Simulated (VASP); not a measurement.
Given:

```
TiS2
1.0
    1.67684    -2.90437     0.00000
    1.67684     2.90437     0.00000
    0.00000     0.00000     5.52558
Ti S
1 2
Direct
  0.00000   0.00000   0.00000
  0.33333   0.66667   0.25915
  0.66667   0.33333   0.74085
```

The numbers are results of PBE GGA with D3 dispersion (Becke-Johnson damping), VASP's PBE PAW potentials (set 64) (plane waves; VASP), not measurements. Run with 520 eV cut-off, 12×12×6 Γ-centred mesh, tetrahedra with Blöchl corrections, potentials Ti_sv S.

The cores are frozen, which limits the accuracy of field gradients.

Give the principal components of the electric field gradient (V/Å²) and the asymmetry η at each nucleus.

| atom | Vxx | Vyy | Vzz | η |
|---|---|---|---|---|
| Ti1 | 11.0 | 11.0 | -22.0 | 0.00 |
| S2 | 2.8 | 2.8 | -5.6 | 0.00 |
| S3 | 2.8 | 2.8 | -5.6 | 0.00 |

The compound is TiS2 in the 1T layered structure. It was relaxed first, which changed the volume by -6 %.
